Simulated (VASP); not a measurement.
Level of theory: PBEsol GGA, VASP's PBE PAW potentials (set 64) (plane waves; VASP).

A VASP calculation is set up with these files.

File POSCAR:
```
PdTe
1
   -0.0000000000     2.9708779560     2.9708779560
    2.9708779560     0.0000000000     2.9708779560
    2.9708779560     2.9708779560    -0.0000000000
Pd Te
1 1
Direct
  0.0000000000   0.0000000000   0.0000000000
  0.2500000000   0.2500000000   0.2500000000
```

KPOINTS:
```
Automatic mesh
0
gamma
  10 10 10
0 0 0
```

### INCAR
```
EDIFFG = -0.01   ! ionic stop
LREAL = F
NELM = 100   ! most electronic steps
LWAVE = F
LMAXMIX = 4   ! l cut-off of mixed one-centre charges
LASPH = T
NSW = 60   ! most ionic steps
ISIF = 3
ALGO = Normal   ! blocked Davidson
PREC = Accurate
SYSTEM = PdTe
GGA = PS   ! PBEsol
EDIFF = 1E-6
ENCUT = 400   ! plane-wave cut-off (eV)
LCHARG = F
SIGMA = 0.1
ISMEAR = 1   ! Methfessel-Paxton
IBRION = 2   ! conjugate gradients
```

POTCAR, in this order: Pd Te (PBE.64 set). Program: vasp_std.

Output of the run:

File OUTCAR:
```
 ion  position               nearest neighbor table
   1  0.000  0.000  0.000-   2 2.57   2 2.57   2 2.57   2 2.57
   2  0.250  0.250  0.250-   1 2.57   1 2.57   1 2.57   1 2.57
  LATTYP: Found a face centered cubic cell.
 ALAT       =     5.9417559120
 Subroutine PRICEL returns:
 Original cell was already a primitive cell.
 Subroutine GETGRP returns: Found 24 space group operations
The static configuration has the point symmetry T_d .
The dynamic configuration has the point symmetry T_d .
 Subroutine INISYM returns: Found 24 space group operations
 Subroutine IBZKPT returns following result:
 Found     47 irreducible k-points:

 Following reciprocal coordinates:
            Coordinates               Weight
  0.000000  0.000000  0.000000      1.000000
  0.100000  0.000000  0.000000      8.000000
  0.200000  0.000000  0.000000      8.000000
  0.300000  0.000000  0.000000      8.000000
  0.400000  0.000000  0.000000      8.000000
  0.500000  0.000000  0.000000      4.000000
  0.100000  0.100000  0.000000      6.000000
  0.200000  0.100000  0.000000     24.000000
  0.300000  0.100000  0.000000     24.000000
  0.400000  0.100000  0.000000     24.000000
  0.500000  0.100000  0.000000     24.000000
 -0.400000  0.100000  0.000000     24.000000
 -0.300000  0.100000  0.000000     24.000000
 -0.200000  0.100000  0.000000     24.000000
 -0.100000  0.100000  0.000000     12.000000
  0.200000  0.200000  0.000000      6.000000
  0.300000  0.200000  0.000000     24.000000
  0.400000  0.200000  0.000000     24.000000
  0.500000  0.200000  0.000000     24.000000
 -0.400000  0.200000  0.000000     24.000000
 -0.300000  0.200000  0.000000     24.000000
 -0.200000  0.200000  0.000000     12.000000
  0.300000  0.300000  0.000000      6.000000
  0.400000  0.300000  0.000000     24.000000
  0.500000  0.300000  0.000000     24.000000
 -0.400000  0.300000  0.000000     24.000000
 -0.300000  0.300000  0.000000     12.000000
  0.400000  0.400000  0.000000      6.000000
  0.500000  0.400000  0.000000     24.000000
 -0.400000  0.400000  0.000000     12.000000
  0.500000  0.500000  0.000000      3.000000
  0.300000  0.200000  0.100000     24.000000
  0.400000  0.200000  0.100000     48.000000
  0.500000  0.200000  0.100000     48.000000
 -0.400000  0.200000  0.100000     24.000000
  0.400000  0.300000  0.100000     24.000000
  0.500000  0.300000  0.100000     48.000000
 -0.400000  0.300000  0.100000     48.000000
 -0.300000  0.300000  0.100000     48.000000
 -0.200000  0.300000  0.100000     24.000000
   k-points           NKPTS =     47   k-points in BZ     NKDIM =     47   number of bands    NBANDS=     12
   number of dos      NEDOS =    301   number of ions     NIONS =      2
   total plane-waves  NPLWV =  21952
   dimension x,y,z NGX =    28 NGY =   28 NGZ =   28
   dimension x,y,z NGXF=    56 NGYF=   56 NGZF=   56
   ions per type =               1   1
   PREC   = accura    normal or accurate (medium, high low for compatibility)
   ISTART =      0    job   : 0-new  1-cont  2-samecut
   ICHARG =      2    charge: 1-file 2-atom 10-const
   ISPIN  =      1    spin polarized calculation?
   LNONCOLLINEAR =      F non collinear calculations
   LSORBIT =      F    spin-orbit coupling
   INIWAV =      1    electr: 0-lowe 1-rand  2-diag
   ENCUT  =  400.0 eV  29.40 Ry    5.42 a.u.   6.85  6.85  6.85*2*pi/ulx,y,z
   NELM   =    100;   NELMIN=  2; NELMDL= -5     # of ELM steps
   EDIFF  = 0.1E-05   stopping-criterion for ELM
   LREAL  =      F    real-space projection
   NLSPLINE    = F    spline interpolate recip. space projectors
   LMAXMIX     =    4 max onsite mixed and CHGCAR
...
```

OSZICAR:
```
       N       E                     dE             d eps       ncg     rms          rms(c)
DAV:   1     0.627396213054E+02    0.62740E+02   -0.57073E+03  1128   0.895E+02
DAV:   2    -0.773937957680E+01   -0.70479E+02   -0.65327E+02  1264   0.193E+02
DAV:   3    -0.986897620770E+01   -0.21296E+01   -0.21077E+01  1360   0.361E+01
DAV:   4    -0.989980829483E+01   -0.30832E-01   -0.30824E-01  1608   0.449E+00
DAV:   5    -0.989996097990E+01   -0.15269E-03   -0.15268E-03  1408   0.258E-01    0.800E+00
DAV:   6    -0.976959238363E+01    0.13037E+00   -0.86831E-01  1208   0.106E+01    0.468E+00
DAV:   7    -0.973003722346E+01    0.39555E-01   -0.15903E-01  1208   0.481E+00    0.268E+00
DAV:   8    -0.971679702466E+01    0.13240E-01   -0.36156E-02  1288   0.195E+00    0.329E-01
DAV:   9    -0.971666242423E+01    0.13460E-03   -0.81920E-04  1356   0.238E-01    0.287E-01
DAV:  10    -0.971659001622E+01    0.72408E-04   -0.23802E-04  1264   0.110E-01    0.686E-02
DAV:  11    -0.971656156751E+01    0.28449E-04   -0.14314E-04  1272   0.106E-01    0.279E-02
DAV:  12    -0.971656320542E+01   -0.16379E-05   -0.94728E-06  1336   0.290E-02    0.229E-02
DAV:  13    -0.971656432966E+01   -0.11242E-05   -0.19739E-06   960   0.167E-02    0.653E-03
DAV:  14    -0.971656416402E+01    0.16564E-06   -0.30827E-07   704   0.624E-03
   1 F= -.97165642E+01 E0= -.97167788E+01  d E =-.971656E+01
```

### OUTCAR
```
------------------------ aborting loop because EDIFF is reached ----------------------------------------
  FORCE on cell =-STRESS in cart. coord.  units (eV):
  Direction    XX          YY          ZZ          XY          YZ          ZX
  --------------------------------------------------------------------------------------
  Total       -0.0131622     -0.0131622     -0.0131622      0.0000000      0.0000000      0.0000000
  in kB       -0.4021203     -0.4021203     -0.4021203      0.0000000      0.0000000      0.0000000
  external PRESSURE =      -0.4021203 kB  Pullay stress =       0.0000000 kB
  volume of cell :       52.44
      direct lattice vectors                 reciprocal lattice vectors
     0.000000000  2.970877956  2.970877956    -0.168300417  0.168300417  0.168300417
     2.970877956  0.000000000  2.970877956     0.168300417 -0.168300417  0.168300417
     2.970877956  2.970877956  0.000000000     0.168300417  0.168300417 -0.168300417
 POSITION                                       TOTAL-FORCE (eV/Angst)
 -----------------------------------------------------------------------------------
      0.00000      0.00000      0.00000        -0.000000     -0.000000      0.000000
      1.48544      1.48544      1.48544         0.000000      0.000000     -0.000000
 -----------------------------------------------------------------------------------
    total drift:                                0.000001      0.000001      0.000001
  FREE ENERGIE OF THE ION-ELECTRON SYSTEM (eV)
  ---------------------------------------------------
  free  energy   TOTEN  =        -9.7165641640 eV

  energy  without entropy=       -9.7172080804  energy(sigma->0) =       -9.71677880

 reached required accuracy - stopping structural energy minimisation
```
(Selected blocks of OUTCAR.)

The structure was generated: PdTe was put into the zinc blende type (F-43m), which need not be its known phase. It was relaxed first, which changed the volume by -20 %. The start is the result of an earlier pass.
